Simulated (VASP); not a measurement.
A run of VASP 6.6.1 is set up as follows.

The input INCAR:

```
SYSTEM = TaTl
PREC = Accurate ; ENCUT = 520
EDIFF = 1E-6 ; ISMEAR = 1
SIGMA = 0.1 ; LREAL = .FALSE.
LASPH = .TRUE. ; NELM = 60
ALGO = Normal ; ISIF = 2
LWAVE = .FALSE. ; LCHARG = .FALSE.
GGA = PS ; IBRION = 2
NSW = 60 ; EDIFFG = -0.01
```

File KPOINTS:

```
regular mesh
0
G
  7 7 7
  0 0 0
```

File POSCAR:

```
TaTl
1.0
    3.6221205400      0.0000000000      0.0000000000
    0.0000000000      3.6221205400      0.0000000000
    0.0000000000      0.0000000000      3.6221205400
Ta Tl
1 1
Direct
    0.0000000000      0.0000000000      0.0000000000
    0.5000000000      0.5000000000      0.5000000000
```

Potentials or basis: VASP PAW PBE potentials, release 64 (Ta_pv, Tl_d).

Command:

```sh
$ cat potpaw_PBE.64/Ta_pv/POTCAR potpaw_PBE.64/Tl_d/POTCAR > POTCAR
$ mpirun -np 1 vasp_std > vasp.out
```

(1) What does it give for the band gap on the k mesh?

Results:

(1) none (metal or under the smearing width).

Caveat: the relaxation stopped at its first step, so nothing moved.
